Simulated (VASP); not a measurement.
Level of theory: PBE GGA, VASP's PBE PAW potentials (set 64) (plane waves; VASP 6.6.1).

A VASP calculation is set up with these files.

**POSCAR**
```
FePt
1.0
  2.7215972310   0.0000000000   0.0000000000
  0.0000000000   2.7215972310   0.0000000000
  0.0000000000   0.0000000000   3.7730744361
Fe Pt
1 1
Cartesian
  0.0000000000   0.0000000000   0.0000000000
  1.3607986155   1.3607986155   1.8865372180
```

INCAR:
```
NSW = 40
ISMEAR = 1   ! Methfessel-Paxton
LMAXMIX = 6   ! l cut-off of mixed one-centre charges
ISPIN = 2
MAGMOM = 2.9 0.3
GGA = PE
NELM = 100
EDIFFG = -0.02   ! ionic stop
ISIF = 3   ! ions, shape and volume
ALGO = Normal   ! blocked Davidson
ENCUT = 500
LWAVE = .FALSE.
LREAL = .FALSE.
LORBIT = 10
EDIFF = 1E-6   ! SCF stop (eV)
PSTRESS = 50   ! kbar
SIGMA = 0.1   ! width (eV)
PREC = Accurate
LASPH = .TRUE.   ! aspherical one-centre terms
LCHARG = .FALSE.
IBRION = 2   ! conjugate gradients
SYSTEM = FePt
```

**KPOINTS**
```
Automatic mesh
0
Gamma
13 13 10
0 0 0
```

POTCAR, in this order: Fe Pt (PBE.64 set). Program: vasp_std.

The resulting files:

File OUTCAR:
```
 ion  position               nearest neighbor table
   1  0.000  0.000  0.000-   2 2.69   2 2.69   2 2.69   2 2.69   2 2.69   2 2.69   2 2.69   2 2.69
  LATTYP: Found a simple tetragonal cell.
 ALAT       =     2.7215972310
 C/A-ratio  =     1.3863456330
 Subroutine PRICEL returns:
 Original cell was already a primitive cell.
 Subroutine GETGRP returns: Found 16 space group operations
The static configuration has the point symmetry D_4h.
The dynamic configuration has the point symmetry D_4h.
The overall configuration has the point symmetry D_4h.
 Subroutine INISYM returns: Found 16 space group operations
 Subroutine IBZKPT returns following result:
 Found    168 irreducible k-points:

 Following reciprocal coordinates:
            Coordinates               Weight
  0.000000  0.000000  0.000000      1.000000
  0.076923  0.000000  0.000000      4.000000
  0.153846  0.000000  0.000000      4.000000
  0.230769  0.000000  0.000000      4.000000
  0.307692  0.000000  0.000000      4.000000
  0.384615  0.000000  0.000000      4.000000
  0.461538  0.000000  0.000000      4.000000
  0.076923  0.076923  0.000000      4.000000
  0.153846  0.076923  0.000000      8.000000
  0.230769  0.076923  0.000000      8.000000
  0.307692  0.076923  0.000000      8.000000
  0.384615  0.076923  0.000000      8.000000
  0.461538  0.076923  0.000000      8.000000
  0.153846  0.153846  0.000000      4.000000
  0.230769  0.153846  0.000000      8.000000
  0.307692  0.153846  0.000000      8.000000
  0.384615  0.153846  0.000000      8.000000
  0.461538  0.153846  0.000000      8.000000
  0.230769  0.230769  0.000000      4.000000
  0.307692  0.230769  0.000000      8.000000
  0.384615  0.230769  0.000000      8.000000
  0.461538  0.230769  0.000000      8.000000
  0.307692  0.307692  0.000000      4.000000
...
```

File OSZICAR:
```
       N       E                     dE             d eps       ncg     rms          rms(c)
DAV:   1     0.909635600089E+02    0.90964E+02   -0.85782E+03 10392   0.129E+03
DAV:   2    -0.129216426171E+02   -0.10389E+03   -0.92779E+02 10388   0.251E+02
DAV:   3    -0.161714688669E+02   -0.32498E+01   -0.31454E+01 12579   0.537E+01
DAV:   4    -0.162046441116E+02   -0.33175E-01   -0.33165E-01 11617   0.471E+00
DAV:   5    -0.162055451525E+02   -0.90104E-03   -0.90103E-03 13412   0.876E-01    0.163E+01
DAV:   6    -0.174901572986E+02   -0.12846E+01   -0.14544E+01 10865   0.842E+01    0.247E+01
DAV:   7    -0.149211849272E+02    0.25690E+01   -0.10024E+01 12783   0.804E+01    0.872E+00
DAV:   8    -0.148989947059E+02    0.22190E-01   -0.45783E-01 12030   0.103E+01    0.414E+00
DAV:   9    -0.148192505123E+02    0.79744E-01   -0.12438E-01 14670   0.756E+00    0.170E+00
DAV:  10    -0.148091760363E+02    0.10074E-01   -0.35323E-02 15277   0.361E+00    0.621E-01
DAV:  11    -0.148084817130E+02    0.69432E-03   -0.19002E-03 13025   0.661E-01    0.261E-01
DAV:  12    -0.148082972488E+02    0.18446E-03   -0.30333E-04 14505   0.269E-01    0.687E-02
DAV:  13    -0.148083071927E+02   -0.99439E-05   -0.42566E-05 13582   0.125E-01    0.326E-02
DAV:  14    -0.148083071762E+02    0.16491E-07   -0.17852E-06  9671   0.223E-02
   1 F= -.13936134E+02 E0= -.13936060E+02  d E =-.139361E+02  mag=     3.2640
       N       E                     dE             d eps       ncg     rms          rms(c)
DAV:   1    -0.154013278897E+02   -0.59302E+00   -0.11621E+01 10199   0.463E+01    0.687E+00
DAV:   2    -0.147352576090E+02    0.66607E+00   -0.14972E+00 11312   0.159E+01    0.367E+00
DAV:   3    -0.147344341496E+02    0.82346E-03   -0.49566E-02 12563   0.280E+00    0.199E+00
DAV:   4    -0.147318647110E+02    0.25694E-02   -0.13862E-02 13502   0.317E+00    0.668E-01
DAV:   5    -0.147303111326E+02    0.15536E-02   -0.10302E-02 12336   0.278E+00    0.591E-01
DAV:   6    -0.147289846460E+02    0.13265E-02   -0.29150E-03 14481   0.108E+00    0.120E-01
DAV:   7    -0.147290545986E+02   -0.69953E-04   -0.22070E-04 12635   0.226E-01    0.518E-02
DAV:   8    -0.147290765293E+02   -0.21931E-04   -0.22312E-05 12067   0.490E-02    0.320E-02
DAV:   9    -0.147290819027E+02   -0.53735E-05   -0.42981E-06 11746   0.266E-02    0.760E-03
DAV:  10    -0.147290816020E+02    0.30073E-06   -0.96329E-07  6237   0.221E-02
   2 F= -.13911057E+02 E0= -.13911343E+02  d E =0.250777E-01  mag=     3.1629
       N       E                     dE             d eps       ncg     rms          rms(c)
DAV:   1    -0.150849840253E+02   -0.35590E+00   -0.49946E+00 10171   0.312E+01    0.403E+00
DAV:   2    -0.148007427532E+02    0.28424E+00   -0.68074E-01 11375   0.105E+01    0.251E+00
DAV:   3    -0.148018884634E+02   -0.11457E-02   -0.19655E-02 12230   0.186E+00    0.148E+00
DAV:   4    -0.148007752724E+02    0.11132E-02   -0.11824E-02 13264   0.296E+00    0.667E-01
DAV:   5    -0.147996859704E+02    0.10893E-02   -0.92035E-03 12438   0.257E+00    0.594E-01
DAV:   6    -0.147986699534E+02    0.10160E-02   -0.22147E-03 14420   0.106E+00    0.783E-02
DAV:   7    -0.147986918855E+02   -0.21932E-04   -0.14846E-04 13442   0.185E-01    0.347E-02
DAV:   8    -0.147986989370E+02   -0.70515E-05   -0.80276E-06 11913   0.294E-02    0.220E-02
DAV:   9    -0.147987020391E+02   -0.31021E-05   -0.15212E-06  9273   0.157E-02    0.620E-03
DAV:  10    -0.147987021239E+02   -0.84808E-07   -0.62990E-07  5502   0.168E-02
   3 F= -.13945864E+02 E0= -.13945789E+02  d E =-.972945E-02  mag=     3.2292
```

OUTCAR:
```
------------------------ aborting loop because EDIFF is reached ----------------------------------------
  FORCE on cell =-STRESS in cart. coord.  units (eV):
  Direction    XX          YY          ZZ          XY          YZ          ZX
  --------------------------------------------------------------------------------------
  Total        0.8480514      0.8480514      0.8347587      0.0000000     -0.0000000     -0.0000000
  in kB       49.7193603     49.7193603     48.9400382      0.0000000     -0.0000000     -0.0000000
  external PRESSURE =      -0.5404137 kB  Pullay stress =      50.0000000 kB
  volume of cell :       27.33
      direct lattice vectors                 reciprocal lattice vectors
     2.701477927  0.000000000  0.000000000     0.370167748  0.000000000  0.000000000
     0.000000000  2.701477927  0.000000000     0.000000000  0.370167748 -0.000000000
     0.000000000  0.000000000  3.744591003    -0.000000000 -0.000000000  0.267051862
 POSITION                                       TOTAL-FORCE (eV/Angst)
 -----------------------------------------------------------------------------------
      0.00000      0.00000      0.00000         0.000000     -0.000000      0.000000
      1.35074      1.35074      1.87230         0.000000      0.000000      0.000000
 -----------------------------------------------------------------------------------
    total drift:                               -0.000000      0.000000      0.000000
  FREE ENERGIE OF THE ION-ELECTRON SYSTEM (eV)
  ---------------------------------------------------
  free  energy   TOTEN  =       -14.7987021239 eV

  energy  without entropy=      -14.7984787021  energy(sigma->0) =      -14.79862765
  enthalpy is  TOTEN    =       -13.9458638972 eV   P V=        0.8528382266

 total charge

# of ion       s       p       d       tot
------------------------------------------
    1        0.411   0.458   6.136   7.005
    2        0.722   0.677   8.064   9.462
--------------------------------------------------
tot          1.133   1.135  14.200  16.467

 magnetization (x)

# of ion       s       p       d       tot
------------------------------------------
    1        0.003  -0.007   2.889   2.885
    2       -0.025  -0.070   0.416   0.321
--------------------------------------------------
tot         -0.022  -0.077   3.305   3.206

 reached required accuracy - stopping structural energy minimisation
```
(Selected blocks of OUTCAR.)

CONTCAR:
```
FePt
   1.00000000000000
     2.7014779274636069    0.0000000000000000    0.0000000000000000
     0.0000000000000000    2.7014779274636069    0.0000000000000000
     0.0000000000000000    0.0000000000000000    3.7445910034071512
  Fe              Pt
     1     1
Direct
     0.0000000000000000    0.0000000000000000    0.0000000000000000
     0.5000000000000000    0.5000000000000000    0.5000000000000000
```

OUTCAR:
```
 val. band max:        8.7843009430   @ k =   0.4615   0.3846   0.3000

 cond. band min:       8.7945322303   @ k =   0.4615   0.3846   0.4000


 Fermi energy:         8.7914109879

 spin component 1

 k-point     1 :       0.0000    0.0000    0.0000
  band No.  band energies     occupation
      1      -0.8351      1.00000
      2       2.4066      1.00000
      3       2.5673      1.00000
      4       5.4072      1.00000
      5       5.4072      1.00000
      6       5.8763      1.00000
      7       6.7802      1.00000
      8       6.8776      1.00000
      9       8.3482      1.00000
     10       8.4626      1.00002
     11       8.4626      1.00002
     12      10.9223      0.00000
     13      18.4496      0.00000
     14      20.7627      0.00000
     15      20.7627      0.00000

 k-point     2 :       0.0769    0.0000    0.0000
  band No.  band energies     occupation
      1      -0.6773      1.00000
      2       2.4941      1.00000
      3       2.6739      1.00000
      4       5.3386      1.00000
      5       5.4517      1.00000
      6       5.9192      1.00000
      7       6.7417      1.00000
      8       6.8781      1.00000
      9       7.9502      1.00000
     10       8.2047      1.00000
     11       8.4228      1.00000
     12      11.5821      0.00000
     13      18.3405      0.00000
     14      19.9570      0.00000
     15      21.0539      0.00000

 k-point     3 :       0.1538    0.0000    0.0000
  band No.  band energies     occupation
      1      -0.2252      1.00000
      2       2.6965      1.00000
      3       3.0287      1.00000
      4       5.1395      1.00000
      5       5.5825      1.00000
      6       6.0113      1.00000
      7       6.6365      1.00000
      8       6.9152      1.00000
      9       7.0885      1.00000
     10       7.8312      1.00000
     11       8.3050      1.00000
     12      12.8958      0.00000
     13      17.4960      0.00000
...
```

Energy and stress use the plane-wave basis of the starting cell. Unless said otherwise, spin-orbit coupling is left out, though it shifts the bands of the heavy elements here.

The compound is FePt in the L1_0 structure. This run relaxes it under an external pressure of 5 GPa. Symmetry was kept, so distortions that lower it aren't found.
